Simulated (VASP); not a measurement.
Wanted: the native input for a VASP 6.6.1 run.

```yaml
Task: band structure
Functional: PBEsol
Potentials_or_basis: VASP PAW PBE potentials, release 64 (Mn_pv, Si, Se)
Cutoff: 520 eV
k_mesh: 5 × 5 × 5
Occupations: fermi-dirac, width 0.05 eV
Spin: collinear spin, ferromagnetic start
Starting_moments: "[4.0, 0.0, 0.0, 0.0, 0.0] μB"
Further_INCAR_settings: ALGO = Normal; EDIFF = 1e-07; NBANDS = 30
```

The structure of MnSiSe3 lies in POSCAR:

```
MnSiSe3
1.0
    4.8341200000      0.0000000000      0.0000000000
    0.0000000000      4.8341200000      0.0000000000
    0.0000000000      0.0000000000      4.8341200000
Mn Si Se
1 1 3
Direct
    0.0000000000      0.0000000000      0.0000000000
    0.5000000000      0.5000000000      0.5000000000
    0.0000000000      0.5000000000      0.5000000000
    0.5000000000      0.0000000000      0.5000000000
    0.5000000000      0.5000000000      0.0000000000
```

The cell was built by a generator and needn't be a form met in nature.

The input as run:

INCAR

```
SYSTEM = MnSiSe3
PREC = Accurate
ENCUT = 520
EDIFF = 1E-7
ISMEAR = -1
SIGMA = 0.05
LREAL = .False.
LASPH = .True.
NELM = 150
ALGO = Normal
ISIF = 2
LWAVE = .False.
LCHARG = .False.
ISPIN = 2
MAGMOM = 4 0 0 0 0
LORBIT = 11
LMAXMIX = 4
GGA = PS
NBANDS = 30
```

KPOINTS

```
regular mesh
0
Gamma
  5 5 5
  0 0 0
```

KPOINTS_OPT

```
path GXMGRX,MR
10
line-mode
reciprocal
 0.0000000000  0.0000000000  0.0000000000  G
 0.0000000000  0.5000000000  0.0000000000  X

 0.0000000000  0.5000000000  0.0000000000  X
 0.5000000000  0.5000000000  0.0000000000  M

 0.5000000000  0.5000000000  0.0000000000  M
 0.0000000000  0.0000000000  0.0000000000  G

 0.0000000000  0.0000000000  0.0000000000  G
 0.5000000000  0.5000000000  0.5000000000  R

 0.5000000000  0.5000000000  0.5000000000  R
 0.0000000000  0.5000000000  0.0000000000  X

 0.5000000000  0.5000000000  0.0000000000  M
 0.5000000000  0.5000000000  0.5000000000  R
```

Potentials or basis: VASP PAW PBE potentials, release 64 (Mn_pv, Si, Se).

The run is started by

```console
$ cat potpaw_PBE.64/Mn_pv/POTCAR potpaw_PBE.64/Si/POTCAR potpaw_PBE.64/Se/POTCAR > POTCAR
$ mpirun -np 1 vasp_std > vasp.out
```

Results of the run:

The pressure is -2.5 GPa. The band gap along the path is none (metal or under the smearing width), the net moment is 5.29 μB per cell and the site moments are Mn +4.50; Si +0.05; Se +0.06 μB. The valence electrons inside the program's atomic spheres are Mn 11.09; Si 1.52; Se 3.81.

Caveat: the PAW data sets were made with another functional, which shifts forces and pressure a little; a cell with one magnetic atom can't hold antiferromagnetic order, which such compounds often take; semilocal functionals often make such compounds metallic where correlation or magnetic order opens a gap, which also shifts bond lengths.

It took 2.3 min on 1 thread of Intel(R) Xeon(R) Platinum 8488C (Sapphire Rapids) (shared host), peak memory 0.28 GiB.
